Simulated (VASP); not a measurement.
Consider the following.

```xyz
71
Lattice="4.8683 -8.4322 0.0000 4.8683 8.4322 0.0000 0.0000 0.0000 10.5563" Properties=species:S:1:pos:R:3 pbc="T T T"
Ga     1.6263    -0.9423     2.6242
Ga     1.6217     0.9357    10.5545
Ga     1.6181    -0.9309     7.9125
Ga     1.6211     0.9405     5.2786
Ga     3.2545     1.8589     2.6319
Ga     3.2446     3.7462     0.0058
Ga     3.2369     1.8813     7.9267
Ga     3.2516     3.7513     5.2805
Ga     4.8674     4.6807     2.6307
Ga     4.8680     6.5594    10.5560
Ga     4.8694     4.6858     7.9208
Ga     4.8683     6.5540     5.2762
Ga     3.2422    -3.7461     2.6266
Ga     3.2388    -1.8798    10.5350
Ga     3.2473    -3.7535     7.9123
Ga     3.2972    -1.8395     5.2874
Ga     4.8501    -0.9667     2.6591
Ga     4.8678     0.9332    10.5496
Ga     4.8685    -0.9343     7.9253
Ga     4.8708     0.8804     5.3236
Ga     6.4779     1.8564     2.6303
Ga     6.4915     3.7456     0.0026
Ga     6.4994     1.8795     7.9273
Ga     6.4842     3.7515     5.2792
Ga     4.8654    -6.5618     2.6314
Ga     4.8671    -4.6859    10.5532
Ga     4.8667    -6.5592     7.9199
Ga     4.8683    -4.6856     5.2774
Ga     6.4891    -3.7435     2.6302
Ga     6.4917    -1.8782    10.5418
Ga     6.4900    -3.7576     7.9200
Ga     6.4423    -1.8405     5.3109
Ga     8.0993    -0.9452     2.6273
Ga     8.1138     0.9353     0.0013
Ga     8.1201    -0.9333     7.9211
Ga     8.1128     0.9381     5.2809
N      1.6481    -0.9358     4.6238
N      1.6213     0.9345     1.9900
N      1.6168    -0.9339     9.8939
N      1.6211     0.9413     7.2614
N      3.2636     1.8513     4.6310
N      3.2432     3.7386     1.9969
N      3.2413     1.8755     9.9076
N      3.2469     3.7493     7.2620
N      4.8683     4.6861     4.6214
N      4.8633     6.5579     1.9920
N      4.8681     4.6837     9.9079
N      4.8687     6.5585     7.2583
N      3.2562    -3.7231     4.6264
N      3.2124    -1.8965     1.9466
N      3.2445    -3.7565     9.8939
N      3.2449    -1.8732     7.2728
N      4.8652     0.9316     1.9700
N      4.8662    -0.9416     9.9053
N      4.8673     0.9487     7.3037
N      6.4736     1.8520     4.6284
N      6.4895     3.7349     1.9945
N      6.4944     1.8734     9.9084
N      6.4908     3.7488     7.2605
N      4.8665    -6.5575     4.6225
N      4.8664    -4.6878     1.9890
N      4.8671    -6.5602     9.9060
N      4.8688    -4.6886     7.2600
N      6.4797    -3.7207     4.6301
N      6.5027    -1.8896     1.9596
N      6.4915    -3.7567     9.9013
N      6.4948    -1.8784     7.2911
N      8.0859    -0.9384     4.6258
N      8.1110     0.9317     1.9916
N      8.1169    -0.9358     9.9015
N      8.1143     0.9373     7.2636
```
Cell charge -1.

These are HSE06 screened hybrid, VASP's PBE PAW potentials (set 64) (plane waves; VASP) values and carry that method's errors. Settings: PREC = Normal, LREAL = Auto, ISYM = 0, NELECT = 284.0, EDIFF = 1E-5, 400 eV cut-off, 1×1×1 Γ-centred mesh, Gaussian smearing of 0.050 eV, potentials Ga N. Starting moments (MAGMOM): 71*0.0282. The cell's moment is fixed (NUPDOWN = 2).

The cell is charged, with a uniform compensating background. The supercell is sampled at Γ alone, which is coarse: total energies, pressure and levels can be off, energies of defects by several tenths of an eV.

Question: Predict the cell moment, energy per atom (σ→0).

Answer: 
```
Property                       Result
---------------------  --------------
cell moment                   2.00 μB
energy per atom (σ→0)  -7.174 eV/atom
```

Question: Give the moment on each site (PAW-sphere projection).

Answer: 
```csv
site,moment (μB)
Ga1,0.01
Ga2,0.01
Ga3,0.01
Ga4,0.01
Ga5,0.01
Ga6,0.01
Ga7,0.01
Ga8,0.00
Ga9,0.01
Ga10,0.01
Ga11,0.01
Ga12,0.00
Ga13,0.01
Ga14,0.02
Ga15,0.01
Ga16,0.03
Ga17,0.30
Ga18,0.02
Ga19,0.01
Ga20,0.06
Ga21,0.01
Ga22,0.01
Ga23,0.01
Ga24,0.00
Ga25,0.01
Ga26,0.01
Ga27,0.01
Ga28,0.01
Ga29,0.01
Ga30,0.02
Ga31,0.01
Ga32,0.04
Ga33,0.01
Ga34,0.01
Ga35,0.01
Ga36,0.01
N37,0.01
N38,0.01
N39,0.01
N40,0.01
N41,0.01
N42,0.01
N43,0.01
N44,0.01
N45,0.01
N46,0.01
N47,0.01
N48,0.01
N49,0.01
N50,0.07
N51,0.01
N52,0.03
N53,0.05
N54,0.01
N55,0.04
N56,0.01
N57,0.01
N58,0.01
N59,0.01
N60,0.01
N61,0.01
N62,0.01
N63,0.01
N64,0.01
N65,0.06
N66,0.01
N67,0.04
N68,0.01
N69,0.01
N70,0.01
N71,0.01
```

Only differences to runs with the same potentials and settings are physical.

The cell is a supercell with a defect, built from GaN (wurtzite): vac_N, charge -1. The cell's shape comes from a PBE relaxation.
